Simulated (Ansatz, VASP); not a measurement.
# Cross-check of NbSi2N4 (NbSi2N4 bilayer, AA') between VASP and Ansatz

Aim: how closely do two programs agree when they are given the same cell, functional and k mesh? The structure shown is the start of the Ansatz relaxation below; VASP solves that cell, so the two are compared at the walk's first step.

Method: plane waves, with VASP 6.6.1 beside it; single point at PBE with D3(BJ), in Ansatz 0.2.0.

## (1) Set-up

The cell holds 14 atoms: 8 N, 4 Si and 2 Nb. Cell: a = 2.920 Å, b = 2.920 Å, c = 66.017 Å, α = 90.0°, β = 90.0°, γ = 120.0°. Vacuum lies along c.

Coordinates:

```xyz
14
Lattice="2.9200 0.0000 0.0000 -1.4600 2.5288 0.0000 0.0000 0.0000 66.0175" Properties=species:S:1:pos:R:3
N     0.0000    0.0000   24.2500
N     0.0000    1.6859   26.4694
N     0.0000    1.6859   29.1893
N     0.0000    0.0000   31.4087
N     0.0000    1.6859   34.6087
N     0.0000    0.0000   36.8282
N     0.0000    0.0000   39.5480
N     0.0000    1.6859   41.7675
Si    0.0000    1.6859   24.7194
Si    0.0000    1.6859   30.9393
Si    0.0000    0.0000   35.0782
Si    0.0000    0.0000   41.2980
Nb    0.0000    0.0000   27.8294
Nb    0.0000    1.6859   38.1881
```

## (2) Ansatz: relaxation, PBE with D3(BJ)

Ansatz runs on its default PAW (the set named soft_2) files.

The two programs are compared at the cell with which this relaxation starts, whose forces are those of its first step.

input.yaml

```yaml
crystal:
  lattice:
    - [2.92, 0.0, 0.0]
    - [-1.46, 2.5287941791, 0.0]
    - [0.0, 0.0, 66.0174683379]
  atoms:
    - { symbol: "N", position: [0.0, 0.0, 0.3673270213] }
    - { symbol: Si, position: [0.3333333333, 0.6666666667, 0.3744377497] }
    - { symbol: "N", position: [0.3333333333, 0.6666666667, 0.4009458852] }
    - { symbol: Nb, position: [0.0, 0.0, 0.4215455058], spin: 1.0 }
    - { symbol: "N", position: [0.3333333333, 0.6666666667, 0.4421451265] }
    - { symbol: Si, position: [0.3333333333, 0.6666666667, 0.468653262] }
    - { symbol: "N", position: [0.0, 0.0, 0.4757639904] }
    - { symbol: "N", position: [0.3333333333, 0.6666666667, 0.5242360096] }
    - { symbol: Si, position: [0.0, 0.0, 0.531346738] }
    - { symbol: "N", position: [0.0, 0.0, 0.5578548735] }
    - { symbol: Nb, position: [0.3333333333, 0.6666666667, 0.5784544942], spin: -1.0 }
    - { symbol: "N", position: [0.0, 0.0, 0.5990541148] }
    - { symbol: Si, position: [0.0, 0.0, 0.6255622503] }
    - { symbol: "N", position: [0.3333333333, 0.6666666667, 0.6326729787] }
  periodic: [true, true, false]
magnetization:
  spin_polarized: true
kpoints:
  mp_grid: { grid: [12, 12, 1] }
hamiltonian:
  xc: pbe
  dispersion: d3bj
scf:
  occupations: { method: fermi_dirac, width: 0.05 }
  convergence: { dr2_threshold: 1.0e-09 }
relax:
  f_tol: 0.004
  max_steps: 90
  cell: {}
output:
  write_potential: true
  write_density: true
  volumetric_format: npy
```

Started as:

```console
$ ansatz run input.yaml --threads 8 --pin off --max-ram 12288MiB --backend cpu --events-out ev --progress --plain --runs-dir out
```

Numbers of over 12 decimals in the logs are rounded to 6 here.

Log:

```text
Warning: relax.cell: scf.convergence.dr2_threshold = 1e-9 eV is looser than the 1.8488900476e-10 eV advised for a relaxation that steers and ends on the stress (1e-10 eV for each atom of the cell: 14, times the square of relax.cell.stress_2d_tol = 0.05 N/m over 27.5 Å (the atoms' height at the walk's start and 5 Å past either face), 1.817e-2 GPa, over a crystal's default 0.05). What an SCF threshold leaves in a stress goes as its square root, and in the free energy as the threshold itself, and one threshold admits the most on a small cell: [figures from the program's tests cut] Set scf.convergence.dr2_threshold to 1.8488900476e-10 eV or tighter. [rest of the remark cut]
Engine: ansatz 0.2.0, aarch64-unknown-linux-gnu
Pseudopotentials: kind: paw
Pseudopotential: N, paw, valence charge 5, recommended cutoff 420 eV (normal), N.paw.azcp
Pseudopotential: Si, paw, valence charge 4, recommended cutoff 420 eV (normal), Si.paw.azcp
Pseudopotential: Nb, paw, valence charge 13, recommended cutoff 420 eV (normal), Nb.paw.azcp
Functional definition: PBE
  parameter kappa = 0.804
  parameter beta = 0.066725
  exchange = pbe_x(kappa = kappa, mu = beta*pi^2/3)
  correlation = pbe_c(beta = beta)
Crystal: 14 atoms, lattice volume = 487.478 Å³
Basis set: ecut = 420 eV, 9461 PW (Γ), exchange–correlation on 40×40×900 points (8 copies of the dense FFT grid, shifted against one another)
Bands: 56, of which v1, the nominal top of the filled ones, is band 41 counted from 1 (40 counted from 0)
Symmetry: 6 space group operations
Space group: P3m1 (ITA 156), of the structure as read, at distance tolerance 7.9e-5 Å
Magnetic group: BNS 164.87 (UNI 1317), of the structure as read, at distance tolerance 7.9e-5 Å
k-points: 19 of 144 (time reversal used)
Non-local potential: N, projectors of the file, l = 0: 2, l = 1: 2, l = 2: 1
Non-local potential: Si, projectors of the file, l = 0: 2, l = 1: 2, l = 2: 2
Non-local potential: Nb, projectors of the file, l = 0: 3, l = 1: 2, l = 2: 2, l = 3: 1
PAW form: soft (Blöchl's): semilocal exchange-correlation on the pseudo side does not see the compensation charge
PAW one-centre angular grid: N, 110 points (default); XC on 64 Gauss nodes
PAW one-centre angular grid: Si, 110 points (default); XC on 64 Gauss nodes
PAW one-centre angular grid: Nb, 590 points (default); XC on 64 Gauss nodes
Initial density: superposition of atomic densities (neutral atoms: chi_scale 0, normalization atom)
Starting moments: Σ|m| = 2 μB on 2 of 14 sites
Starting magnetic order: antiferromagnet; an inversion exchanges its spin sublattices: spin-degenerate at every k-point
Initial wavefunctions: pseudopotential atomic-orbital guess
Functional: x = pbe(κ = 0.804, μ = 0.219515), c = pbe(β = 0.066725)
SCF iter   1: F=—  HF=-14752.370756 eV  |F-HF|=—  |Δ(HF+E_count)|=         —  Δρ=5.30e-2 (↑5.30e-2 ↓5.30e-2)  dr2=6.44e1  dr2_m=8.22e-2  M=0.000 μB ∫|m|=1.720 μB  β_m=0.30  ethr=3.10e-3  ⟨swp⟩=11.3  Hψ=15749  notcnv=0  defer=189
Mixer restart at iter 1: flushing history
preconditioner: auto → LDOS  [metal: Δε(μ)=0.054 eV  Ē_g=13.167 eV  σ=0.050 eV  W_gap=0.26  n_scr=42 (ndim 8)  ℏωp=13.7 eV  f_vac=0.678  D(μ)=2.51/eV (n_scr^D=20)]
spin=Collinear: LDOS preconditioning applied to the charge; magnetization (m = ρ↑ − ρ↓) channel mixes plain (no charge-response kernel on spin).
SCF iter   2: F=—  HF=-14738.165678 eV  |F-HF|=—  |Δ(HF+E_count)|=    1.42e1  Δρ=2.17e-2 (↑2.17e-2 ↓2.17e-2)  dr2=1.12e1  dr2_m=3.82e-2  M=-0.002 μB ∫|m|=1.732 μB  β_m=0.39  ethr=3.10e-3  ⟨swp⟩=5.3  Hψ=6651  notcnv=0  defer=333
SCF iter   3: F=—  HF=-14736.182661 eV  |F-HF|=—  |Δ(HF+E_count)|=    1.98e0  Δρ=8.46e-3 (↑8.46e-3 ↓8.45e-3)  dr2=7.80e-1  dr2_m=9.01e-3  M=-0.004 μB ∫|m|=1.701 μB  β_m=0.55  ethr=3.10e-3  ⟨swp⟩=4.1  Hψ=5380  notcnv=0  defer=340
SCF iter   4: F=—  HF=-14736.172256 eV  |F-HF|=—  |Δ(HF+E_count)|=   1.04e-2  Δρ=2.09e-3 (↑2.09e-3 ↓2.08e-3)  dr2=6.28e-2  dr2_m=1.00e-3  M=-0.004 μB ∫|m|=1.703 μB  β_m=0.59  ethr=9.51e-4  ⟨swp⟩=3.5  Hψ=3591  notcnv=0  defer=340
SCF iter   5: F=—  HF=-14736.184818 eV  |F-HF|=—  |Δ(HF+E_count)|=         —  Δρ=7.11e-4 (↑7.11e-4 ↓6.90e-4)  dr2=3.84e-3  dr2_m=4.48e-4  M=-0.005 μB ∫|m|=1.730 μB  β_m=0.59  ethr=7.66e-5  ⟨swp⟩=3.3  Hψ=4941  notcnv=0  defer=340
[...]
SCF converged after 8 iterations
an eigenvalue changed by more than its tolerance at an iteration that met the thresholds in force, so the SCF went on 2 times, its first undamped step at iteration 5: the last check found none over its tolerance
Magnetization: -0.0000 μB (41.0000 up, 41.0000 down)
Absolute magnetization: 1.7611 μB (∫|ρ↑−ρ↓|, with the PAW one-centre terms)
Spin contamination: 0.8037 ħ² per cell (⟨S²⟩ above its minimum at these occupations)
Per-site moments (μB) at R_I (Å): [(0.0080193, 0.732885), (0.00366255, 0.720706), (0.00686135, 0.720706), (0.352609, 0.873076), (0.00691465, 0.720132), (0.00362189, 0.720132), (0.00742702, 0.731854), (-0.00742703, 0.731854), (-0.0036219, 0.720132), (-0.00691469, 0.720132), (-0.352609, 0.873076), (-0.00686135, 0.720706), (-0.00366255, 0.720706), (-0.00801929, 0.732885)]
Free energy (F): -14736.764070 eV
Harris-Foulkes:  -14736.764070 eV  (|F-HF|=0.00e0)
Internal energy: -14736.740646 eV  (E = F + TS)
E sigma→0 (E₀):  -14736.752358 eV
Entropy (-TS):   -0.023425 eV (-1.673 meV/atom)
Fermi energy:    -5.445363 eV
--- Per-component energies (eV) ---
  E_band       = -1526.198308
  E_kinetic    = 2040.433177
  E_local      = -833894.683543  (includes V_loc(G=0)·N_el)
  E_nonlocal   = 693.791627
  E_hartree    = 415626.816818
  E_xc         = -1065.002138
  E_vxc        = -1240.889976  (∫ρ·V_xc dr)
  E_paw        = -9216.693610  (= ΣΔE_a)
  E_vpaw       = -378.484924  (= ΣTr[D̂ρ^β])
  E_aug_tail   = 0.000837  (compensation charges beyond the density's cutoff)
  E_ewald      = 411082.635516
  E_disp       = -4.039330  (pairwise vdW)
  E_smearing   = -0.023425  (= −TS)
  E_closure    = 0.000000  (closes the sum)
  Σ components = -14736.764070   (vs F -14736.764070, Δ=0.00e0)
--- Forces (eV/Å), atoms counted from 1 ---
  atom   1  N      0.00000000    -0.00000000    -0.00058993
  atom   2  Si     0.00000000     0.00000000     0.00085636
  atom   3  N     -0.00000000    -0.00000000    -0.00008810
  atom   4  Nb     0.00000000    -0.00000000     0.00007623
  atom   5  N     -0.00000000    -0.00000000     0.00005815
  atom   6  Si     0.00000000     0.00000000    -0.00106119
  atom   7  N     -0.00000000    -0.00000000     0.00098397
  atom   8  N     -0.00000000     0.00000000    -0.00098607
  atom   9  Si     0.00000000    -0.00000000     0.00105867
  atom  10  N      0.00000000     0.00000000    -0.00005251
  atom  11  Nb     0.00000000     0.00000000    -0.00007879
  atom  12  N      0.00000000     0.00000000     0.00009321
  atom  13  Si    -0.00000000    -0.00000000    -0.00086018
  atom  14  N      0.00000000     0.00000000     0.00059096
  max |Σ_I F_I| component: 7.89e-7 eV/Å
--- 2D stress c σ (N/m, compression-positive) ---
        0.009459       0.000000      -0.000000
        0.000000       0.009459      -0.000000
       -0.000000      -0.000000       0.000000
  P = ½ c Tr σ = 0.0095 N/m
--- Band table (eV; the first three rows and the last of 38) ---
  k-point 0 ↑: bands = [... 37 lower, -7.5228, -7.5228, -7.1497, -5.1443, -4.4360, -2.1450, -2.1450, -1.7884, ... 11 higher]
  k-point 1 ↑: bands = [... 37 lower, -7.6510, -7.4176, -7.1115, -5.2209, -4.4893, -2.4089, -2.1463, -2.1312, ... 11 higher]
  k-point 2 ↑: bands = [... 37 lower, -7.8344, -7.4604, -7.1914, -5.6092, -4.8341, -2.4631, -2.1486, -2.1277, ... 11 higher]
  k-point 18 ↓: bands = [... 37 lower, -7.3215, -6.6142, -6.5732, -5.5413, -4.7386, -2.9954, -2.1847, -1.6262, ... 11 higher]
  the weakly bound empty levels are not read free of the cell's end (no_gap_told)
--- Relaxed structure (9 steps of the walk, 9 accepted, 2 SCFs on fresh bases) ---
  F+E_penalty+E_count = -14736.76407022 eV   max|allowed force component| = 1.061e-3 eV/Å   (the final SCF, on the basis selected at the relaxed cell)
  cell:  # Å, volume = 497.9382 Å³
    - [2.951162, 0.0, 0]
    - [-1.475581, 2.555781, 0]
    - [0, 0, 66.0174683379]
  atoms:
    - { symbol: N, position: [1.6468236409746416e-17, -3.7007434155248924e-17, 0.373009] }
    - { symbol: Si, position: [0.333333, 0.666667, 0.380636] }
    - { symbol: N, position: [0.333333, 0.666667, 0.407101] }
    - { symbol: Nb, position: [1.3302335421586894e-17, -3.7007434155248924e-17, 0.426135] }
    - { symbol: N, position: [0.333333, 0.666667, 0.445155] }
    - { symbol: Si, position: [0.333333, 0.666667, 0.471599] }
    - { symbol: N, position: [9.643616079521291e-18, -3.7007434155248924e-17, 0.479091] }
    - { symbol: N, position: [0.333333, 0.666667, 0.520909] }
    - { symbol: Si, position: [-8.538472065270619e-18, -3.700743415524897e-17, 0.528401] }
    - { symbol: N, position: [-8.723969108950011e-18, -3.700743415524895e-17, 0.554845] }
    - { symbol: Nb, position: [0.333333, 0.666667, 0.573865] }
    - { symbol: N, position: [-1.7839659857563106e-17, -3.7007434155248955e-17, 0.592899] }
    - { symbol: Si, position: [-1.7964042959851562e-17, -3.700743415524897e-17, 0.619364] }
    - { symbol: N, position: [0.333333, 0.666667, 0.626991] }
```

The column dr2 measures how far the density is from self-consistency, as an energy; F and HF (Harris–Foulkes) agree once it is small.

(Continued in part 2 of 2.)

[Lines on the potential files, build, host, timing and source positions are cut from VASP's logs without a mark.]

[Logs are printed without paths, hosts, clocks, repeated set-up lines and the standing remarks that a program may print on its own settings, such as how far it seeks lower states.]

[Hosts, paths, dates, database ids (printed as entryN), source tags and the programs' standing remarks are cut or masked in the printed files.]
